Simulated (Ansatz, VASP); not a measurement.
**NaMgBr3 in two plane-wave programs**

Aim: how closely do two programs agree when they are given the same cell, functional and k mesh? The cell is generated by rule, not measured, and may not be a known phase. The cell is taken from a series of runs on this material, whose earlier steps may have relaxed, scaled, displaced or heated it; both programs get it as it stands.

Method: plane waves, with VASP 6.6.1 beside it; relaxation of cell and atoms at PBE, in Ansatz 0.2.0.

The structure was built from a prototype and need not be the compound's stable phase.

### 1. Set-up

The structure is orthorhombic, space group Pmma (No. 51). The conventional cell has a = 10.823 Å, b = 5.403 Å, c = 5.333 Å, α = 90.00°, β = 90.00°, γ = 90.00°. Na has 4 Br at 3.01 to 3.05 Å nearest. Mg has 6 Br at 2.67 to 2.71 Å nearest. Br has 2 Mg at 2.71 Å and 2 Na at 3.01 Å nearest. Nearest to Br lie 2 Mg at 2.70 Å and 2 Na at 3.05 Å. Br has 2 Mg at 2.67 Å nearest. Farther neighbours and most contacts between anions are not listed.

As a file:

```cif
data_structure
_symmetry_space_group_name_H-M 'Pmma'
_symmetry_Int_Tables_number 51
_cell_length_a 10.8232
_cell_length_b 5.4026
_cell_length_c 5.3330
_cell_angle_alpha 90.000
_cell_angle_beta 90.000
_cell_angle_gamma 90.000
_cell_volume 311.84
loop_
_atom_site_label
_atom_site_type_symbol
_atom_site_symmetry_multiplicity
_atom_site_Wyckoff_symbol
_atom_site_fract_x
_atom_site_fract_y
_atom_site_fract_z
_atom_site_occupancy
Na1 Na 2 e 0.25000 0.00000 0.23455 1
Mg1 Mg 2 d 0.00000 0.50000 0.50000 1
Br1 Br 2 f 0.75000 0.50000 0.51849 1
Br2 Br 2 c 0.00000 0.00000 0.50000 1
Br3 Br 2 b 0.00000 0.50000 0.00000 1
```

### 2. VASP: relaxation of cell and atoms, PBE, pair 1

The relaxed volume is the usual yardstick between codes: in a stiff, nearly cubic crystal its relative difference is about their pressure difference at one cell divided by the bulk modulus.

Lines of VASP's logs that name or quote its potential files are left out, and so is its time.

INCAR

```
SYSTEM = NaMgBr3
PREC = Accurate
ENCUT = 600
EDIFF = 1E-07
NELM = 120
ISMEAR = 0
SIGMA = 0.01
LREAL = .FALSE.
ALGO = Normal
GGA = PE
NBANDS = 40
LORBIT = 11
LWAVE = .FALSE.
LCHARG = .FALSE.
ISIF = 3
IBRION = 2
NSW = 80
EDIFFG = -0.005
LASPH = .TRUE.
GGA_COMPAT = .FALSE.
NELMIN = 4
EFERMI = MIDGAP
KPAR = 2
```

POSCAR

```
NaMgBr3
1.0
   10.8231620000      0.0000000000      0.0000000000
    0.0000000000      5.4026430000      0.0000000000
    0.0000000000      0.0000000000      5.3329820000
Na Mg Br
2 2 6
Direct
    0.7499999538      0.0000000000      0.2345545138
    0.2499999538      0.0000000000      0.7654454862
    0.4999999538      0.5000000000      0.5000000000
    0.9999999538      0.5000000000      0.5000000000
    0.2499999538      0.5000000000      0.5184939683
    0.7499999538      0.5000000000      0.4815060317
    0.4999999538      0.0000000000      0.5000000000
    0.9999999538      0.0000000000      0.5000000000
    0.4999999538      0.5000000000      0.0000000000
    0.9999999538      0.5000000000      0.0000000000
```

KPOINTS

```
Automatic mesh
0
Gamma
2 4 4
0 0 0
```

The projector-augmented-wave data sets are Na_pv, Mg and Br (PBE family, release 64).

Started as:

```
$ mpirun -np 2 vasp_std
```

Numbers of over 12 decimals in the logs are rounded to 6 here.

The log of the run:

```text
[banner, memory and clock lines left out]
running    2 mpi-ranks, on    1 nodes
 distrk:  each k-point on    1 cores,    2 groups
 distr:  one band on    1 cores,    1 groups

 POSCAR found type information on POSCAR NaMgBr
 POSCAR found :  3 types and      10 ions
 LDA part: xc-table for (Slater+PW92), standard interpolation
 POSCAR, INCAR and KPOINTS ok, starting setup
 FFT: planning ... GRIDC
 FFT: planning ... GRID_SOFT
 FFT: planning ... GRID
 WAVECAR not read
 entering main loop
       N       E                     dE             d eps       ncg     rms          rms(c)
DAV:   1     0.516744478220E+03    0.51674E+03   -0.27119E+04  1464   0.145E+03
DAV:   2     0.316539081810E+02   -0.48509E+03   -0.46456E+03  1816   0.296E+02
DAV:   3    -0.287788718957E+02   -0.60433E+02   -0.60065E+02  1720   0.113E+02
DAV:   4    -0.306526477196E+02   -0.18738E+01   -0.18685E+01  1784   0.248E+01
DAV:   5    -0.306974830376E+02   -0.44835E-01   -0.44823E-01  1808   0.349E+00    0.508E+00
DAV:   6    -0.296866781678E+02    0.10108E+01   -0.14411E+00  1720   0.392E+00    0.310E+00
DAV:   7    -0.294883292079E+02    0.19835E+00   -0.81264E-01  1760   0.305E+00    0.149E+00
DAV:   8    -0.295002437829E+02   -0.11915E-01   -0.45919E-02  1600   0.113E+00    0.238E-01
DAV:   9    -0.295013623817E+02   -0.11186E-02   -0.17474E-03  1928   0.210E-01    0.121E-01
DAV:  10    -0.295040638715E+02   -0.27015E-02   -0.31255E-03  1552   0.263E-01    0.424E-02
DAV:  11    -0.295040683103E+02   -0.44388E-05   -0.80045E-05  1784   0.463E-02    0.190E-02
DAV:  12    -0.295041083502E+02   -0.40040E-04   -0.64317E-05  1616   0.395E-02    0.839E-03
DAV:  13    -0.295041092588E+02   -0.90864E-06   -0.81244E-06  1752   0.136E-02    0.526E-03
DAV:  14    -0.295041097194E+02   -0.46061E-06   -0.14926E-06  1640   0.523E-03    0.212E-03
DAV:  15    -0.295041103373E+02   -0.61789E-06   -0.88219E-07  1624   0.413E-03    0.567E-04
DAV:  16    -0.295041103695E+02   -0.32253E-07   -0.22728E-08  1256   0.793E-04
   1 F= -.29504110E+02 E0= -.29504110E+02  d E =-.295041E+02
 curvature:   0.00 expect dE= 0.000E+00 dE for cont linesearch  0.000E+00
 trial: gam= 0.00000 g(F)=  0.200E-06 g(S)=  0.197E-03 ort = 0.000E+00 (trialstep = 0.100E+01)
 search vector abs. value=  0.198E-03
 bond charge predicted
       N       E                     dE             d eps       ncg     rms          rms(c)
DAV:   1    -0.295051625522E+02   -0.10522E-02   -0.19844E-02  1728   0.857E-01    0.167E-01
DAV:   2    -0.295043897995E+02    0.77275E-03   -0.12947E-03  1640   0.168E-01    0.692E-02
DAV:   3    -0.295042433212E+02    0.14648E-03   -0.47870E-04  1712   0.966E-02    0.275E-02
DAV:   4    -0.295042400450E+02    0.32763E-05   -0.83468E-06  1688   0.163E-02    0.103E-02
DAV:   5    -0.295042405465E+02   -0.50152E-06   -0.12752E-06  1680   0.644E-03    0.187E-03
DAV:   6    -0.295042401482E+02    0.39829E-06   -0.62333E-08  1216   0.154E-03    0.937E-04
DAV:   7    -0.295042401411E+02    0.70786E-08   -0.16124E-08  1144   0.977E-04
   2 F= -.29504240E+02 E0= -.29504240E+02  d E =-.129772E-03
 trial-energy change:   -0.000130  1 .order   -0.000128   -0.000198   -0.000058
 step:   1.3723(harm=  1.4150)  dis= 0.00009  next Energy=   -29.504251 (dE=-0.141E-03)
 reached required accuracy - stopping structural energy minimisation
```

OUTCAR, selected parts (step 2):

```text
ion  position               nearest neighbor table
   1  0.750  0.000  0.235-
   2  0.250  0.000  0.765-
   3  0.500  0.500  0.500-   9 2.67   9 2.67   7 2.70   7 2.70   5 2.71   6 2.71
   4  1.000  0.500  0.500-  10 2.67  10 2.67   8 2.70   8 2.70   5 2.71   6 2.71
   5  0.250  0.500  0.518-   3 2.71   4 2.71
   6  0.750  0.500  0.482-   3 2.71   4 2.71
   7  0.500  0.000  0.500-   3 2.70   3 2.70
   8  1.000  0.000  0.500-   4 2.70   4 2.70
   9  0.500  0.500  0.000-   3 2.67   3 2.67
  10  1.000  0.500  0.000-   4 2.67   4 2.67

  LATTYP: Found a simple orthorhombic cell.
 ALAT       =     5.3329820000
 B/A-ratio  =     1.0130622980
 C/A-ratio  =     2.0294765668

 Subroutine GETGRP returns: Found  8 space group operations
 (whereof  4 operations were pure point group operations)

The static configuration has the point symmetry C_2h.
 The point group associated with its full space group is D_2h.

 Found     18 irreducible k-points:

   k-points           NKPTS =     18   k-points in BZ     NKDIM =     18   number of bands    NBANDS=     40

   dimension x,y,z NGX =    90 NGY =   48 NGZ =   48
   dimension x,y,z NGXF=   180 NGYF=   96 NGZF=   96

   ENCUT  =  600.0 eV  44.10 Ry    6.64 a.u.  21.62 10.79 10.65*2*pi/ulx,y,z

   NELECT =      60.0000    total number of electrons

 k-points in reciprocal lattice and weights: Automatic mesh
   0.00000000  0.00000000  0.00000000       0.031
   0.50000000  0.00000000  0.00000000       0.031
   0.00000000  0.25000000  0.00000000       0.062
   0.50000000  0.25000000  0.00000000       0.062
   0.00000000  0.50000000  0.00000000       0.031
   0.50000000  0.50000000  0.00000000       0.031
   0.00000000  0.00000000  0.25000000       0.062
   0.50000000  0.00000000  0.25000000       0.062
   0.00000000  0.25000000  0.25000000       0.125
[...]
0.00000000  0.50000000  0.50000000       0.031
   0.50000000  0.50000000  0.50000000       0.031

 average (electrostatic) potential at core
       1 -49.2215       2 -49.2215       3 -41.5883       4 -41.5883       5 -64.6771
       6 -64.6771       7 -64.6434       8 -64.6434       9 -64.2337      10 -64.2337

 E-fermi :   0.8134

 k-point     1 :       0.0000    0.0000    0.0000
  band No.  band energies     occupation
    ...
     26      -1.0892      2.00000
     27      -1.0369      2.00000
     28      -0.8722      2.00000
     29      -0.8666      2.00000
     30      -0.8616      2.00000
     31       2.0218      0.00000
     32       3.2906      0.00000
     33       4.1428      0.00000
     34       5.0027      0.00000
     35       5.6211      0.00000
    ...

 k-point     2 :       0.5000    0.0000    0.0000
  band No.  band energies     occupation
    ...
     26      -1.1734      2.00000
     27      -1.0937      2.00000
     28      -1.0937      2.00000
     29      -0.8680      2.00000
     30      -0.8680      2.00000
     31       2.9567      0.00000
     32       2.9567      0.00000
     33       3.9083      0.00000
     34       3.9083      0.00000
     35       6.5940      0.00000
    ...

 k-point     3 :       0.0000    0.2500    0.0000
  band No.  band energies     occupation
    ...
     26      -1.2009      2.00000
     27      -1.1850      2.00000
     28      -1.1136      2.00000
     29      -1.1029      2.00000
     30      -0.8657      2.00000
     31       2.9629      0.00000
     32       3.9121      0.00000
     33       4.6639      0.00000
     34       5.1809      0.00000
     35       6.1581      0.00000
    ...

  Total       -0.0377035     -0.0294835     -0.0345936      0.0000000      0.0000000      0.0000000
  in kB       -0.1940421     -0.1517378     -0.1780371      0.0000000      0.0000000      0.0000000
  external PRESSURE =      -0.1746057 kB  Pullay stress =       0.0000000 kB

  energy-cutoff  :      600.00
  volume of cell :      311.31
      direct lattice vectors                 reciprocal lattice vectors
    10.816903897  0.000000000 -0.000000000     0.092447895  0.000000000 -0.000000000
     0.000000000  5.399679380  0.000000000     0.000000000  0.185196181  0.000000000
     0.000000000  0.000000000  5.329977312     0.000000000  0.000000000  0.187618059

 POSITION                                       TOTAL-FORCE (eV/Angst)
 -----------------------------------------------------------------------------------
      8.11268      5.39968      1.25014        -0.000000      0.000000     -0.003173
      2.70423      0.00000      4.07984         0.000000      0.000000      0.003173
      5.40845      2.69984      2.66499         0.000000      0.000000      0.000000
     10.81690      2.69984      2.66499         0.000000      0.000000      0.000000
      2.70423      2.69984      2.76350        -0.000000      0.000000     -0.002555
      8.11268      2.69984      2.56648         0.000000      0.000000      0.002555
      5.40845      0.00000      2.66499        -0.000000      0.000000      0.000000
     10.81690      0.00000      2.66499        -0.000000      0.000000      0.000000
      5.40845      2.69984     -0.00000        -0.000000      0.000000      0.000000
     10.81690      2.69984     -0.00000        -0.000000      0.000000      0.000000
 -----------------------------------------------------------------------------------
    total drift:                                0.000410     -0.000000      0.000662

  FREE ENERGIE OF THE ION-ELECTRON SYSTEM (eV)
  ---------------------------------------------------
  free  energy   TOTEN  =       -29.5042401411 eV

  energy  without entropy=      -29.5042401411  energy(sigma->0) =      -29.50424014

 reached required accuracy - stopping structural energy minimisation

 total charge
# of ion       s       p       d       tot
------------------------------------------
    1        0.030   5.963   0.000   5.993
    2        0.030   5.963   0.000   5.993
    3        0.125   0.106   0.033   0.264
    4        0.125   0.106   0.033   0.264
    5        1.603   3.307   0.006   4.916
    6        1.603   3.307   0.006   4.916
    7        1.603   3.307   0.005   4.915
    8        1.603   3.307   0.005   4.915
    9        1.602   3.299   0.005   4.906
   10        1.602   3.299   0.005   4.906
--------------------------------------------------
tot          9.925  31.965   0.096  41.986

[... 3 further parts left out ...]
```

CONTCAR:

```
NaMgBr3
   1.00000000000000
    10.8169038968164841    0.0000000000000000   -0.0000000000000000
     0.0000000000000000    5.3996793799979654    0.0000000000000000
     0.0000000000000000    0.0000000000000000    5.3299773115449263
  Na              Mg              Br
     2     2     6
Direct
     0.7499999537999997    1.0000000000000000    0.2345487311009042
     0.2499999537999997    0.0000000000000000    0.7654512688990958
     0.4999999537999997    0.5000000000000000    0.5000000000000000
     0.9999999537999997    0.5000000000000000    0.5000000000000000
     0.2499999537999997    0.5000000000000000    0.5184823133710874
     0.7499999537999997    0.5000000000000000    0.4815176866289126
     0.4999999537999997    0.0000000000000000    0.5000000000000000
     0.9999999537999997    0.0000000000000000    0.5000000000000000
     0.4999999537999997    0.5000000000000000    0.0000000000000000
     0.9999999537999997    0.5000000000000000    0.0000000000000000
```

(Part 1 of 2 ends here.)

[Lines on the potential files, build, host, timing and source positions are cut from VASP's logs without a mark.]

[Logs are printed without paths, hosts, clocks, repeated set-up lines and the standing remarks that a program may print on its own settings, such as how far it seeks lower states.]

[Hosts, paths, dates, database ids (printed as entryN), source tags and the programs' standing remarks are cut or masked in the printed files.]
